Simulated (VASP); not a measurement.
HgTe (relaxed from the CsCl type structure, space group Pm-3m): computed properties

Calculation: PBEsol GGA, VASP's PBE PAW potentials (set 64) (plane waves; VASP).

```
Item                                                                                                   Result
----------------------------------  -------------------------------------------------------------------------
space group                                                                                       Pm-3m (221)
cell                                a = 3.718 Å, b = 3.718 Å, c = 3.718 Å, α = 90.00°, β = 90.00°, γ = 90.00°
volume per atom                                                                                 25.70 Å³/atom
band gap (over mesh and band path)                                   none (metal, semimetal or under 0.01 eV)
density                                                                                           10.60 g/cm³
```

```
CELL_PARAMETERS angstrom
      3.71824     0.00000     0.00000
      0.00000     3.71824     0.00000
      0.00000     0.00000     3.71824
ATOMIC_POSITIONS crystal
  Hg 0.00000 0.00000 0.00000
  Te 0.50000 0.50000 0.50000
```

Unless said otherwise, spin-orbit coupling is left out, though it shifts the bands of the heavy elements here.

The structure was generated: HgTe was put into the CsCl type type (Pm-3m), which need not be its known phase. It was relaxed first, which changed the volume by +19 %. Symmetry was kept, so distortions that lower it aren't found.
